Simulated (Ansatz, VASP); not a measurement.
# Cu in two plane-wave programs

Aim: how closely do two programs agree when they are given the same cell, functional and k mesh? The structure shown is the end of the Ansatz relaxation below.

Calculated with Ansatz 0.2.0; plane waves, with VASP 6.6.1 beside it; single point at PBEsol.

## 1. Starting point

Symmetry: I4/mmm, No. 139, tetragonal system. The conventional cell has a = 2.544 Å, b = 2.544 Å, c = 3.517 Å, α = 90.00°, β = 90.00°, γ = 90.00°. Nearest to Cu lie 12 Cu at 2.52 to 2.54 Å.

## 2. Ansatz: relaxation, PBEsol

Ansatz runs on its PAW soft_1 files.

This run makes the geometry at which the two programs are then compared.

File input.yaml:

```yaml
crystal:
  lattice:
    - [2.54435362, 0.0, 0.0]
    - [0.0, 2.54435362, 0.0]
    - [0.0, 0.0, 3.541257202]
  atoms:
    - { symbol: Cu, position: [0.0, 0.0, 0.0] }
    - { symbol: Cu, position: [0.5, 0.5, 0.5] }
kpoints:
  mp_grid: { grid: [17, 17, 12] }
scf:
  occupations: { method: fermi_dirac, width: 0.05 }
hamiltonian:
  xc: pbesol
  pseudopotentials: { kind: paw, azcp: { folder: soft_1 }, xc_functional: pbe }
basis:
  ecutwfc: 600
output:
  forces: true
  stress: true
relax:
  f_tol: 0.005
  max_steps: 70
  cell: { stress_tol: 0.02, p_target: 0, fix: [a, b, alpha, beta, gamma] }
```

Command:

```sh
ansatz run input.yaml --threads 4 --pin off --max-ram 10240MiB --backend cpu --events-out ev --progress --plain --runs-dir out
```

Numbers of over 12 decimals in the logs are rounded to 6 here.

What it wrote:

```text
Engine: ansatz 0.2.0, aarch64-unknown-linux-gnu
Pseudopotentials: kind: paw
Pseudopotential: Cu, paw, valence charge 19, recommended cutoff 420 eV (normal), soft_1/Cu.paw.azcp
Functional definition: PBEsol
  exchange = pbesol_x
  correlation = pbesol_c
Crystal: 2 atoms, lattice volume = 22.925 Å³
Basis set: ecut = 600 eV, 751 PW (Γ), exchange–correlation on 48×48×60 points (8 copies of the dense FFT grid, shifted against one another)
Bands: 23, of which v1, the nominal top of the filled ones, is band 19 counted from 1 (18 counted from 0)
Symmetry: 32 space group operations
Space group: I4/mmm (ITA 139), of the structure as read, at distance tolerance 2.8e-5 Å
k-points: 315 of 3468
Non-local potential: Cu, projectors of the file, l = 0: 3, l = 1: 2, l = 2: 3, l = 3: 1
PAW form: soft (Blöchl's): semilocal exchange-correlation on the pseudo side does not see the compensation charge
PAW frozen core: Cu, regenerated for the run's functional, and the local potential with it (the file was generated under x = pbe(κ = 0.804, μ = 0.219515), c = pbe(β = 0.066725))
PAW one-centre angular grid: Cu, 590 points (default); XC on 64 Gauss nodes
Initial density: superposition of atomic densities (chi_scale 0.1, normalization cell)
Initial wavefunctions: pseudopotential atomic-orbital guess
Functional: x = pbesol(κ = 0.804, μ = 0.123457), c = pbesol(β = 0.046)
SCF iter   1: F=—  HF=-13179.767522 eV  |F-HF|=—  |Δ(HF+E_count)|=         —  Δρ=2.97e-1  dr2=1.19e1  ethr=3.10e-3  ⟨swp⟩=5.4  Hψ=26827  notcnv=0
preconditioner: auto → none  [metal: Δε(μ)=0.023 eV  Ē_g=9.943 eV  σ=0.050 eV  W_gap=0.11  n_scr=6 (ndim 8)  ℏωp=36.4 eV  f_vac=0.000  D(μ)=0.82/eV (n_scr^D=6)  sad-step TF]
SCF iter   2: F=—  HF=-13178.107209 eV  |F-HF|=—  |Δ(HF+E_count)|=    1.66e0  Δρ=1.34e-1  dr2=2.67e0  ethr=3.10e-3  ⟨swp⟩=2.0  Hψ=14226  notcnv=0  defer=19
SCF iter   3: F=—  HF=-13177.618093 eV  |F-HF|=—  |Δ(HF+E_count)|=   4.89e-1  Δρ=4.23e-2  dr2=2.78e-1  ethr=3.10e-3  ⟨swp⟩=2.1  Hψ=10881  notcnv=0  defer=19
SCF iter   4: F=—  HF=-13177.561465 eV  |F-HF|=—  |Δ(HF+E_count)|=   5.66e-2  Δρ=3.62e-3  dr2=1.15e-3  ethr=7.32e-4  ⟨swp⟩=2.0  Hψ=11045  notcnv=0  defer=22
SCF iter   5: F=—  HF=-13177.565159 eV  |F-HF|=—  |Δ(HF+E_count)|=   3.69e-3  Δρ=1.11e-3  dr2=1.71e-4  ethr=3.02e-6  ⟨swp⟩=2.0  Hψ=13619  notcnv=0  defer=22
SCF iter   6: F=—  HF=-13177.565123 eV  |F-HF|=—  |Δ(HF+E_count)|=   3.58e-5  Δρ=4.35e-5  dr2=2.42e-7  ethr=4.51e-7  ⟨swp⟩=2.2  Hψ=10511  notcnv=0  defer=22
SCF iter   7: F=—  HF=-13177.565127 eV  |F-HF|=—  |Δ(HF+E_count)|=   4.05e-6  Δρ=3.38e-6  dr2=7.68e-10  ethr=2.63e-10  ⟨swp⟩=4.0  Hψ=26478  notcnv=0
SCF iter   8: F=-13177.565127 eV  HF=-13177.565127 eV  |F-HF|=1.09e-11  |Δ(HF+E_count)|=  6.06e-10  Δρ=3.57e-7  dr2=1.68e-11  ethr=2.02e-12  ⟨swp⟩=1.0  Hψ=21770  notcnv=0
SCF 1 converged in 8 iterations: F = -13177.565127 eV  dr2 = 1.68e-11
  greatest PAW one-centre occupation: 1.000 electrons in one spin orbital (limit 2), on the Cu atom at site 1 (counted from 0), in its partial waves of l = 0
relax step   1: F+E_penalty+E_count = -13177.56512727 eV  Δ(F+E_penalty+E_count) = +0.000e0 eV  max|allowed force component| = 6.755e-30 eV/Å  Δτ_max = 0.0000 Å  P = -2.240 GPa  Ω = 22.925 Å³  fix = [a, b, alpha, beta, gamma]  reactions: a -2.651, b -2.651 GPa  (8 SCF iters, dr2 threshold 1.00e-7 eV, accepted)
[...]
relax step   2: F+E_penalty+E_count = -13177.56555451 eV  Δ(F+E_penalty+E_count) = -4.272e-4 eV  max|allowed force component| = 2.998e-29 eV/Å  Δτ_max = 0.0000 Å  P = -1.833 GPa  Ω = 22.867 Å³  energy of the carried Pulay correction = +6.287e-6 eV  fix = [a, b, alpha, beta, gamma]  reactions: a -2.305, b -2.305 GPa  (6 SCF iters, dr2 threshold 2.00e-7 eV, accepted)
[...]
relax step   3: F+E_penalty+E_count = -13177.56583373 eV  Δ(F+E_penalty+E_count) = -2.792e-4 eV  max|allowed force component| = 6.183e-29 eV/Å  Δτ_max = 0.0000 Å  P = -1.135 GPa  Ω = 22.769 Å³  energy of the carried Pulay correction = +1.686e-5 eV  fix = [a, b, alpha, beta, gamma]  reactions: a -1.708, b -1.708 GPa  (6 SCF iters, dr2 threshold 2.00e-7 eV, accepted)
[...]
relax step   4: F+E_penalty+E_count = -13177.56581669 eV  Δ(F+E_penalty+E_count) = +1.704e-5 eV  max|allowed force component| = 3.767e-29 eV/Å  Δτ_max = 0.0000 Å  P = -1.135 GPa  Ω = 22.769 Å³  fix = [a, b, alpha, beta, gamma]  reactions: a -1.707, b -1.707 GPa  stress off target by 1.04e-2 GPa on what of the cell is left free  SCF on the basis re-selected at this cell (its energy is not comparable with the rows above)  (8 SCF iters)
basis re-selected at this cell: Δ(F+E_penalty+E_count) = +1.704e-5 eV, ΔP = +0.000 GPa vs the last step (what re-selecting the basis moved, of the pressure what is left beyond the Pulay correction that the steps carried, after the strain that the cell walked since its last selection, with what the two solves' SCF thresholds leave and, on support functions, any second-order correction that the steps lacked; it is no m [...]
SCF converged after 8 iterations
Free energy (F): -13177.565817 eV
Harris-Foulkes:  -13177.565817 eV  (|F-HF|=1.82e-12)
Internal energy: -13177.561689 eV  (E = F + TS)
E sigma→0 (E₀):  -13177.563753 eV
Entropy (-TS):   -0.004128 eV (-2.064 meV/atom)
Fermi energy:    16.957380 eV
--- Per-component energies (eV) ---
  E_band       = -712.628677
  E_kinetic    = 525.002482
  E_local      = -8870.948726  (includes V_loc(G=0)·N_el)
  E_nonlocal   = 1782.831664
  E_hartree    = 3754.457402
  E_xc         = -137.997969
  E_vxc        = -178.881952  (∫ρ·V_xc dr)
  E_paw        = -3557.249833  (= ΣΔE_a)
  E_vpaw       = -1479.547675  (= ΣTr[D̂ρ^β])
  E_aug_tail   = 0.000725  (compensation charges beyond the density's cutoff)
  E_ewald      = -6674.069840
  E_core_change = 0.412405  (= ΣΔE_core)
  E_smearing   = -0.004128  (= −TS)
  E_closure    = 0.000000  (closes the sum)
  Σ components = -13177.565817   (vs F -13177.565817, Δ=0.00e0)
--- Forces (eV/Å), atoms counted from 1 ---
  atom   1  Cu     0.00000000    -0.00000000     0.00000000
  atom   2  Cu    -0.00000000    -0.00000000     0.00000000
  max |Σ_I F_I| component: 6.41e-29 eV/Å
--- Stress (GPa, compression-positive) ---
       -1.707164       0.000000      -0.000000
        0.000000      -1.707164      -0.000000
       -0.000000      -0.000000       0.010438
  P = ⅓ Tr σ = -1.1346 GPa (-11.346 kbar)
--- Relaxed structure (3 steps of the walk, 3 accepted, 1 SCFs on fresh bases) ---
  F+E_penalty+E_count = -13177.56581669 eV   max|allowed force component| = 3.767e-29 eV/Å   (the final SCF, on the basis selected at the relaxed cell)
  cell:  # Å, volume = 22.7690 Å³
    - [2.54435362, 0, 0.0]
    - [0, 2.54435362, 0.0]
    - [0.0, 0.0, 3.517140]
  atoms:
    - { symbol: Cu, position: [0.0, 0.0, 0.0] }
    - { symbol: Cu, position: [0.500000, 0.500000, 0.5] }
```

The column dr2 measures how far the density is from self-consistency, as an energy; F and HF (Harris–Foulkes) agree once it is small.

## 3. VASP: single point, PBEsol, pair 1

The same cell, functional, mesh and smearing now go to VASP, with its own data sets.

Lines of VASP's logs that name or quote its potential files are left out, and so is its time.

File INCAR:

```
SYSTEM = Cu
PREC = Accurate
ENCUT = 600
EDIFF = 1E-06
NELM = 120
ISMEAR = -1
SIGMA = 0.05
LREAL = .FALSE.
ALGO = Normal
GGA = PS
NBANDS = 17
LASPH = .TRUE.
LORBIT = 11
LWAVE = .FALSE.
LCHARG = .FALSE.
ISIF = 2
GGA_COMPAT = .FALSE.
KPAR = 2
```

File POSCAR:

```
Cu
1.0
    2.5443536200      0.0000000000      0.0000000000
    0.0000000000      2.5443536200      0.0000000000
    0.0000000000      0.0000000000      3.5171397843
Cu
2
Direct
    0.0000000000      0.0000000000      0.0000000000
    0.5000000000      0.5000000000      0.5000000000
```

File KPOINTS:

```
Automatic mesh
0
Gamma
17 17 12
0 0 0
```

Potentials, in the order of the species: Cu (PBE family, release 64).

Command:

```sh
mpirun -np 2 vasp_std
```

What it wrote:

```text
[banner, memory and clock lines left out]
running    2 mpi-ranks, on    1 nodes
 distrk:  each k-point on    1 cores,    2 groups
 distr:  one band on    1 cores,    1 groups

 POSCAR found type information on POSCAR Cu
 POSCAR found :  1 types and       2 ions
|                                                                             |
|               ----> ADVICE to this user running VASP <----                  |
|                                                                             |
|     You enforced a specific xc type in the INCAR file but a different       |
|     [... a line on the potential file left out ...]
|     I HOPE YOU KNOW WHAT YOU ARE DOING!                                     |
|                                                                             |

 LDA part: xc-table for (Slater+PW92), standard interpolation
 POSCAR, INCAR and KPOINTS ok, starting setup
 FFT: planning ... GRIDC
 FFT: planning ... GRID_SOFT
 FFT: planning ... GRID
 WAVECAR not read
 entering main loop
       N       E                     dE             d eps       ncg     rms          rms(c)
DAV:   1     0.124623072731E+03    0.12462E+03   -0.11827E+04 11662   0.262E+03
DAV:   2    -0.501744168893E+01   -0.12964E+03   -0.12354E+03 10715   0.310E+02
DAV:   3    -0.107600069988E+02   -0.57426E+01   -0.55760E+01 12362   0.931E+01
DAV:   4    -0.108153893521E+02   -0.55382E-01   -0.55350E-01 12987   0.943E+00
DAV:   5    -0.108161346860E+02   -0.74533E-03   -0.74531E-03 13875   0.930E-01    0.119E+01
DAV:   6    -0.945652648486E+01    0.13596E+01   -0.14506E+01 11310   0.113E+02    0.587E+00
DAV:   7    -0.864644568931E+01    0.81008E+00   -0.26913E+00 11504   0.456E+01    0.772E-01
DAV:   8    -0.862336514267E+01    0.23081E-01   -0.22158E-02 13640   0.222E+00    0.512E-01
DAV:   9    -0.861847673894E+01    0.48884E-02   -0.71605E-03 12387   0.252E+00    0.132E-02
DAV:  10    -0.861851363434E+01   -0.36895E-04   -0.20872E-04 12458   0.165E-01    0.474E-03
DAV:  11    -0.861851631823E+01   -0.26839E-05   -0.21052E-06 12651   0.235E-02    0.184E-03
DAV:  12    -0.861851625804E+01    0.60191E-07   -0.69676E-07  6938   0.162E-02
   1 F= -.86185163E+01 E0= -.86164583E+01  d E =-.411589E-02
```

From OUTCAR (step 3):

```text
ion  position               nearest neighbor table
   1  0.000  0.000  0.000-   2 2.52   2 2.52   2 2.52   2 2.52   2 2.52   2 2.52   2 2.52   2 2.52

  LATTYP: Found a simple tetragonal cell.
 ALAT       =     2.5443536200
 C/A-ratio  =     1.3823313539

 Subroutine GETGRP returns: Found 16 space group operations
 (whereof 16 operations were pure point group operations)

The static configuration has the point symmetry D_4h.

 Found    315 irreducible k-points:

   k-points           NKPTS =    315   k-points in BZ     NKDIM =    315   number of bands    NBANDS=     17

   dimension x,y,z NGX =    20 NGY =   20 NGZ =   28
   dimension x,y,z NGXF=    40 NGYF=   40 NGZF=   56

   ENCUT  =  600.0 eV  44.10 Ry    6.64 a.u.   5.08  5.08  7.02*2*pi/ulx,y,z

   NELECT =      22.0000    total number of electrons

 k-points in reciprocal lattice and weights: Automatic mesh
   0.00000000  0.00000000  0.00000000       0.000
   0.05882353  0.00000000  0.00000000       0.001
   0.11764706  0.00000000  0.00000000       0.001
   0.17647059  0.00000000  0.00000000       0.001
   0.23529412  0.00000000  0.00000000       0.001
   0.29411765  0.00000000  0.00000000       0.001
   0.35294118  0.00000000  0.00000000       0.001
   0.41176471  0.00000000  0.00000000       0.001
   0.47058824  0.00000000  0.00000000       0.001
[...]
0.47058824  0.41176471  0.50000000       0.002
   0.47058824  0.47058824  0.50000000       0.001

 average (electrostatic) potential at core
       1 -63.2047       2 -63.2047

 E-fermi :   7.8684

 k-point     1 :       0.0000    0.0000    0.0000
  band No.  band energies     occupation
    ...
      7       5.5387      2.00000
      8       5.6550      2.00000
      9       6.1797      2.00000
     10       6.3539      2.00000
     11       6.3539      2.00000
     12       9.6324      0.00000
     13      15.6278      0.00000
     14      20.8152      0.00000
     15      20.8152      0.00000
     16      25.4883      0.00000
    ...

 k-point     2 :       0.0588    0.0000    0.0000
  band No.  band energies     occupation
    ...
      7       5.5241      2.00000
      8       5.6549      2.00000
      9       6.1484      2.00000
     10       6.2167      2.00000
     11       6.3415      2.00000
     12       9.8572      0.00000
     13      15.6567      0.00000
     14      19.8830      0.00000
     15      20.9400      0.00000
     16      25.9958      0.00000
    ...

 k-point     3 :       0.1176    0.0000    0.0000
  band No.  band energies     occupation
    ...
      7       5.4829      2.00000
      8       5.6597      2.00000
      9       5.8904      2.00000
     10       6.0598      2.00000
     11       6.3046      2.00000
     12      10.4460      0.00000
     13      15.7410      0.00000
     14      18.0391      0.00000
     15      21.3090      0.00000
     16      26.5479      0.00000
    ...

  Total       -0.1300717     -0.1300717      0.1115704      0.0000000      0.0000000      0.0000000
  in kB       -9.1526947     -9.1526947      7.8508230      0.0000000      0.0000000      0.0000000
  external PRESSURE =      -3.4848555 kB  Pullay stress =       0.0000000 kB

  energy-cutoff  :      600.00
  volume of cell :       22.77
      direct lattice vectors                 reciprocal lattice vectors
     2.544353620  0.000000000  0.000000000     0.393027130  0.000000000  0.000000000
     0.000000000  2.544353620  0.000000000     0.000000000  0.393027130  0.000000000
     0.000000000  0.000000000  3.517139784     0.000000000  0.000000000  0.284321938

 POSITION                                       TOTAL-FORCE (eV/Angst)
 -----------------------------------------------------------------------------------
      0.00000      0.00000      0.00000         0.000000      0.000000      0.000000
      1.27218      1.27218      1.75857        -0.000000     -0.000000     -0.000000
 -----------------------------------------------------------------------------------
    total drift:                               -0.000000      0.000000      0.000000

  FREE ENERGIE OF THE ION-ELECTRON SYSTEM (eV)
  ---------------------------------------------------
  free  energy   TOTEN  =        -8.6185162580 eV

  energy  without entropy=       -8.6144003643  energy(sigma->0) =       -8.61645831

 total charge
# of ion       s       p       d       tot
------------------------------------------
    1        0.463   0.414   9.170  10.046
    2        0.463   0.414   9.170  10.046
--------------------------------------------------
tot          0.925   0.827  18.340  20.093

[... 3 further parts left out ...]
```

The run ends at a pressure of -0.35 GPa.

## 4. Side by side

Known differences besides the potentials themselves: the data sets hold 38 valence electrons in Ansatz (on its PAW soft_1 files) and 22 in VASP; Ansatz makes its cores anew for this functional, VASP keeps those of its PBE data sets; Ansatz's pressure holds a Pulay correction, VASP's none. Total energies have different zeros and are not compared.

The two programs side by side:

| quantity | Ansatz | VASP | difference |
| --- | --- | --- | --- |
| pressure (GPa) | -1.13 | -0.35 | -0.79 |

## 5. Ansatz: relaxation, PBEsol

This run makes the geometry at which the two programs are then compared. The cell compared in this pair holds 22.88 Å³, against 22.77 Å³ for the pair before.

The structure compared here is the end of the Ansatz relaxation.

input.yaml: that of step 2 with these lines changed.

```diff
@@ -2,5 +2,5 @@
   lattice:
-    - [2.54435362, 0.0, 0.0]
-    - [0.0, 2.54435362, 0.0]
-    - [0.0, 0.0, 3.541257202]
+    - [2.56954524, 0.0, 0.0]
+    - [0.0, 2.56954524, 0.0]
+    - [0.0, 0.0, 3.519881404]
   atoms:
```

Command:

```sh
ansatz run input.yaml --threads 4 --pin off --max-ram 10240MiB --backend cpu --events-out ev --progress --plain --runs-dir out
```

What it wrote:

```text
[...]
Crystal: 2 atoms, lattice volume = 23.240 Å³
Basis set: ecut = 600 eV, 775 PW (Γ), exchange–correlation on 48×48×60 points (8 copies of the dense FFT grid, shifted against one another)
Bands: 23, of which v1, the nominal top of the filled ones, is band 19 counted from 1 (18 counted from 0)
Symmetry: 32 space group operations
[...]
k-points: 315 of 3468
[...]
-2.768971      -0.000000       0.000000
        0.000000      -2.768971       0.000000
        0.000000       0.000000      -0.006513
  P = ⅓ Tr σ = -1.8482 GPa (-18.482 kbar)
--- Relaxed structure (3 steps of the walk, 3 accepted, 1 SCFs on fresh bases) ---
[...]
cell:  # Å, volume = 22.8811 Å³
    - [2.56954524, 0, 0.0]
    - [0, 2.56954524, 0.0]
    - [0.0, 0.0, 3.465488]
  atoms:
    - { symbol: Cu, position: [0.0, 0.0, 0.0] }
    - { symbol: Cu, position: [0.5, 0.5, 0.500000] }
[key lines of the parts left out:]
SCF converged after 8 iterations
Free energy (F): -13177.559289 eV
Fermi energy:    16.839186 eV
```

## 6. VASP: single point, PBEsol, pair 2

The same cell, functional, mesh and smearing now go to VASP, with its own data sets.

INCAR is that of step 3.

File POSCAR:

```
Cu
1.0
    2.5695452400      0.0000000000      0.0000000000
    0.0000000000      2.5695452400      0.0000000000
    0.0000000000      0.0000000000      3.4654878899
Cu
2
Direct
    0.0000000000      0.0000000000      0.0000000000
    0.5000000000      0.5000000000      0.5000000000
```

KPOINTS is that of step 3.

Command:

```sh
mpirun -np 2 vasp_std
```

What it wrote:

```text
[banner, memory and clock lines left out]
running    2 mpi-ranks, on    1 nodes
[...]
[... a notice as in an earlier step ...]

 LDA part: xc-table for (Slater+PW92), standard interpolation
 POSCAR, INCAR and KPOINTS ok, starting setup
[...]
entering main loop
       N       E                     dE             d eps       ncg     rms          rms(c)
DAV:   1     0.125897279893E+03    0.12590E+03   -0.11843E+04 11519   0.261E+03
DAV:   2    -0.512074976919E+01   -0.13102E+03   -0.12507E+03 10716   0.311E+02
DAV:   3    -0.107502619454E+02   -0.56295E+01   -0.54760E+01 12256   0.924E+01
DAV:   4    -0.108060882252E+02   -0.55826E-01   -0.55794E-01 13243   0.946E+00
[...]
DAV:  10    -0.861273541840E+01   -0.36736E-04   -0.20787E-04 12748   0.171E-01    0.489E-03
DAV:  11    -0.861273801996E+01   -0.26016E-05   -0.24568E-06 12748   0.294E-02    0.201E-03
DAV:  12    -0.861273793632E+01    0.83649E-07   -0.64644E-07  7344   0.165E-02
   1 F= -.86127379E+01 E0= -.86101055E+01  d E =-.526484E-02
```

(Continued in part 2 of 2.)

[Lines on the potential files, build, host, timing and source positions are cut from VASP's logs without a mark.]

[Logs are printed without paths, hosts, clocks, repeated set-up lines and the standing remarks that a program may print on its own settings, such as how far it seeks lower states.]

[Hosts, paths, dates, database ids (printed as entryN), source tags and the programs' standing remarks are cut or masked in the printed files.]
